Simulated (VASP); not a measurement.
Given:

```yaml
crystal:
  lattice:
    - [0.00000, 2.65344, 2.68846]
    - [2.69759, 0.00000, 2.68846]
    - [2.69759, 2.65344, 0.00000]
  atoms:
    - { symbol: Mg, position: [0.00000, 0.00000, 0.00000] }
    - { symbol: Se, position: [0.49161, 0.50839, 0.50839] }
```

Computed with PBE GGA, VASP's PBE PAW potentials (set 64) (plane waves; VASP 6.6.1). Run with 400 eV cut-off, 14×14×14 Γ-centred mesh, Gaussian smearing of 0.050 eV, potentials Mg Se.

Problem. Estimate the energy per atom (σ→0), pressure, largest force.

Solution. 
* **energy per atom (σ→0)**: -3.716 eV/atom
* **pressure**: 5.85 GPa
* **largest force**: 0.132 eV/Å

Total energies compare only between runs with the same potentials, cut-off and functional.

The compound is MgSe in the rock salt structure. The cell was not relaxed at this level, atoms are displaced from their ideal sites. The run is one of a series of settings (KPOINTS 14×14×14 Γ-centred mesh against the base run), some of them coarse on purpose.
